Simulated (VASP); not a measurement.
W2C3:

```
W C
1.0
     2.81856   -3.17982   -0.03410
     2.93315    3.28409    0.06669
     0.03424    0.09635    6.04191
W C
4 6
Direct
  0.50304 0.99332 0.26441
  0.50087 0.00794 0.73484
  0.98904 0.48164 0.24937
  0.99367 0.50977 0.75882
  0.58921 0.39816 0.00837
  0.62906 0.40176 0.50742
  0.38191 0.61454 0.00335
  0.38488 0.62747 0.50639
  0.00510 0.98790 0.25403
  0.00520 0.00130 0.75836
```

The cell was built by a generator and needn't be a form met in nature.

```yaml
Program: VASP 6.6.1
Task: relaxation of cell and atoms
Functional: PBE
Potentials_or_basis: VASP PAW PBE potentials, release 64 (W_sv, C)
Cutoff: 520 eV
k_mesh: 5 × 5 × 4
Occupations: gaussian, width 0.15 eV
Spin: no spin polarisation
```

At the start: pressure -11.2 GPa; volume 11.22 Å³/atom.

Task: Where does the relaxation end?

Result: Over 41 steps the energy falls by 119.4 meV/atom and the volume is 10.66 Å³/atom (-5.0 %); space group Cmcm (No. 63, to 0.05 Å).

Step by step:
| step | energy change (eV) | largest force (eV/Å) | pressure (GPa) | volume (Å³) |
| --- | --- | --- | --- | --- |
| 1 | 0.0000 | 2.4551 | -11.25 | 112.25 |
| 3 | -0.5657 | 1.1196 | 4.01 | 106.31 |
| 5 | -0.7302 | 0.6999 | -2.22 | 108.01 |
| 7 | -0.7797 | 0.6239 | 1.28 | 106.79 |
| 9 | -0.8169 | 0.5393 | -0.50 | 107.09 |
| 11 | -0.8485 | 0.6203 | 0.99 | 106.72 |
| 13 | -0.8775 | 0.6254 | -0.47 | 107.19 |
| 15 | -0.9014 | 0.4186 | -0.36 | 107.09 |
| 17 | -0.9418 | 0.3877 | 0.14 | 106.87 |
| 19 | -0.9770 | 0.5523 | 1.58 | 106.50 |
| 21 | -1.0240 | 1.0061 | -2.27 | 107.60 |
| 23 | -1.0712 | 0.6910 | -1.13 | 107.14 |
| 25 | -1.1157 | 0.5878 | 0.22 | 106.46 |
| 27 | -1.1576 | 0.4173 | -0.25 | 106.43 |
| 29 | -1.1756 | 0.2251 | -0.04 | 106.39 |
| 31 | -1.1858 | 0.1384 | -0.02 | 106.46 |
| 33 | -1.1903 | 0.0945 | 0.22 | 106.46 |
| 35 | -1.1924 | 0.0831 | -0.21 | 106.58 |
| 37 | -1.1929 | 0.0496 | 0.01 | 106.50 |
| 39 | -1.1933 | 0.0375 | 0.04 | 106.54 |
| 41 | -1.1935 | 0.0202 | 0.02 | 106.58 |

Final structure:
```yaml
crystal:
  lattice:
    - [2.80141, -3.23538, 0.00059]
    - [2.79206, 3.23650, -0.00082]
    - [-0.00089, -0.00086, 5.88857]
  atoms:
    - { symbol: W, position: [0.44077, 0.01055, 0.25469] }
    - { symbol: W, position: [0.55544, 0.99427, 0.75469] }
    - { symbol: W, position: [0.00558, 0.44579, 0.25439] }
    - { symbol: W, position: [0.99077, 0.55899, 0.75457] }
    - { symbol: C, position: [0.61086, 0.38968, 0.00423] }
    - { symbol: C, position: [0.61130, 0.38979, 0.50478] }
    - { symbol: C, position: [0.38538, 0.61503, 0.00487] }
    - { symbol: C, position: [0.38542, 0.61482, 0.50412] }
    - { symbol: C, position: [0.95905, 0.96377, 0.25437] }
    - { symbol: C, position: [0.03741, 0.04112, 0.75467] }
```
